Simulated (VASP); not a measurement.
Write the native input for VASP 6.6.1 that does the following.

| Property | Result |
| --- | --- |
| Task | relaxation of cell and atoms |
| Functional | LDA |
| Potentials or basis | VASP PAW LDA potentials, release 64 (Ga_d, Sb) |
| Cutoff | 600 eV |
| k mesh | 12 × 12 × 12 |
| Occupations | gaussian, width 0.1 eV |
| Spin | no spin polarisation |
| Dipole correction | no |
| Further INCAR settings | ALGO = Normal; EDIFF = 1e-07; IBRION = 2; EDIFFG = -0.005; NSW = 100; ISIF = 3 |

The structure of GaSb lies in POSCAR:

```
GaSb
1.0
    0.0000000000      3.0590000000      3.0590000000
    3.0590000000      0.0000000000      3.0590000000
    3.0590000000      3.0590000000      0.0000000000
Ga Sb
1 1
Direct
    0.0000000000      0.0000000000      0.0000000000
    0.2500000000      0.2500000000      0.2500000000
```

One way to write it, as run:

INCAR

```
PREC = Accurate
ENCUT = 600
EDIFF = 1E-7
ISMEAR = 0
SIGMA = 0.1
LREAL = F
LASPH = T
NELM = 60
ALGO = Normal
ISIF = 3
LWAVE = F
LCHARG = F
IBRION = 2
NSW = 100
EDIFFG = -0.005
```

KPOINTS

```
regular mesh
0
Gamma
  12 12 12
```

Potentials or basis: VASP PAW LDA potentials, release 64 (Ga_d, Sb).

The run is started by

```console
$ cat potpaw_LDA.64/Ga_d/POTCAR potpaw_LDA.64/Sb/POTCAR > POTCAR
$ mpirun -np 1 vasp_std > vasp.out
```

It gave:

```
Relaxed volume                         : 27.76 Å³/atom
Relaxed cell                           : a = 4.282 Å, b = 4.282 Å, c = 4.282 Å, α = 60.00°, β = 60.00°, γ = 60.00°
Space group after relaxing (to 0.05 Å) : F-43m (No. 216)
Energy gained by relaxing              : 4.4 meV/atom
Ionic steps                            : 3
Pressure after relaxing                : 0.0 GPa
Band gap on the k mesh                 : 0.09 eV, direct
```

Caveat: spin-orbit coupling is left out, which moves the levels of the heavy elements.

Wall time 52 s on 1 thread of Intel(R) Xeon(R) 6975P-C (Granite Rapids), with other jobs on the host, peak memory 0.22 GiB.
